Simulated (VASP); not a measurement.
VASP runs on Cr (bcc, AFM order) share one base input (PBE GGA, plane waves, VASP's PBE PAW potentials (set 64)) and change the settings named in each case.

POSCAR:
```
Cr
1
    2.9376000000     0.0000000000     0.0000000000
    0.0000000000     2.9376000000     0.0000000000
    0.0000000000     0.0000000000     2.9376000000
Cr
2
Direct
  0.0000000000   0.0000000000   0.0000000000
  0.5000000000   0.5000000000   0.5000000000
```

### KPOINTS
```
K-points
0
gamma
11 11 11
```

### INCAR
```
SYSTEM=Cr
PREC=Accurate; ENCUT=400; LREAL=.FALSE.
LASPH=.TRUE.
EDIFF=1E-6; NELM=100; ALGO=Normal
LMAXMIX=4
ISMEAR=1; SIGMA=0.1
GGA=PE
MAGMOM=1.5 -1.5
ISPIN=2
ISIF=2
LWAVE=.FALSE.; LCHARG=.FALSE.; LORBIT=10
```

POTCAR, in this order: Cr_pv (PBE.64 set). Program: vasp_std.

| change | E(σ→0) (eV/atom) | pressure (GPa) | −TS (eV) |
|---|---|---|---|
| base run | -9.4974 | -12.04 | -0.0003 |
| ISPIN = 1, the spin start removed | -9.4366 | -21.50 | -0.0012 |
| MAGMOM = 0 0 | -9.4366 | -21.44 | -0.0012 |
| MAGMOM = 0.3 -0.3 | -9.4366 | -21.57 | -0.0012 |
| MAGMOM = 3.5 0.5 | -9.4974 | -11.97 | -0.0003 |
| MAGMOM = 1.5 1.5 | -9.4366 | -21.49 | -0.0012 |

Left out are runs that ran out of time, are held back, or changed the cell or the kind of run, fixed moments of cells without a moment, rows past the twelfth, gaps on odd meshes, pressures of charged cells and columns that move by less than the noise.

The compound is Cr in the bcc, AFM order structure. The cell was not relaxed at this level.
